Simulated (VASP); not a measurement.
Input:

```xyz
3
Lattice="1.9288 -3.3409 0.0000 1.9288 3.3409 0.0000 0.0000 0.0000 5.0703" Properties=species:S:1:pos:R:3 pbc="T T T"
Pt     0.0000     0.0000     0.0000
Se     1.9288     1.1136     1.3201
Se     1.9288    -1.1136     3.7503
```

Computed with rev-vdW-DF2, VASP's PBE PAW potentials (set 64) (plane waves; VASP). Run with 520 eV cut-off, 9×9×6 Γ-centred mesh, first-order Methfessel-Paxton smearing of 0.10 eV, potentials Pt Se.

Q: The ions and cell shape at fixed volume are relaxed. Predict the relaxed structure.

A: 
```xyz
3
Lattice="1.8911 -3.2755 0.0000 1.8911 3.2755 0.0000 0.0000 0.0000 5.2745" Properties=species:S:1:pos:R:3 pbc="T T T"
Pt     0.0000     0.0000     0.0000
Se     1.8911     1.0918     1.3039
Se     1.8911    -1.0918     3.9706
```
Space group P-3m1 (164), at a tolerance of 0.03 Å.

Q: How much energy does the relaxation gain?

A: The energy (σ→0) changes by -17.6 meV/atom, in 6 ionic steps.

The compound is PtSe2 in the 1T layered structure. This cell is one point of a volume scan, at 1.06 of the reference volume. Symmetry was kept, so distortions that lower it aren't found.
